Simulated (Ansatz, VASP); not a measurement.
# Mg6TiFe: VASP beside Ansatz

```
Fe Ti Mg
1.0
     4.78248    0.00000    0.00000
     0.00000    3.04386    5.49014
     0.00000   -3.04386    5.49014
Fe Ti Mg
1 1 6
Direct
  0.00000 0.80554 0.80554
  0.50000 0.68969 0.68969
  0.50000 0.16626 0.16626
  0.50000 0.16027 0.68107
  0.50000 0.68107 0.16027
  0.00000 0.33078 0.33078
  0.00000 0.34257 0.82382
  0.00000 0.82382 0.34257
```

The cell comes from a database or a generator and needn't be the stable form of this composition.

Alike in both runs: task single point; functional PBEsol; k mesh 6 × 5 × 5; occupations gaussian, width 0.05 eV; collinear spin, ferromagnetic start.

|  | VASP | Ansatz |
| --- | --- | --- |
| version | VASP 6.6.1 | Ansatz 0.2.0 |
| potentials or method | VASP PAW PBE potentials, release 54 (Fe, Ti_sv, Mg) | Ansatz PAW |
| plane-wave cutoff (eV) | 520 | 420 |
| valence electrons in the cell | 32 | 88 |

```csv
,VASP,Ansatz,Ansatz less VASP
gap on the k mesh at the Fermi level (eV),none,none,-
pressure (GPa),-1.6,-1.6,-0.01
largest component of the traceless stress (GPa),0.19,0.21,+0.022
rms of the force components (eV/Å),0.043,0.045,+0.0015
net moment per atom (μB),0.11,0.11,+0.005
size of the moment on the site where the two differ most (μB),1.01,0.98,-0.032
```

Site moments also hang on the region over which each program counts them. Atom by atom the forces differ by 0.002 eV/Å (rms over components). A gap of «none» marks a metal or a gap that the smearing closes. The two sets of potentials don't hold the same shells in valence.

Caveats: the PAW data sets were made with another functional, which shifts forces and pressure a little (VASP); the PAW data sets come from PBE, with cores solved anew for the run's functional, which leaves a small shift of forces and pressure (Ansatz); the starting moments weren't kept (Ansatz).
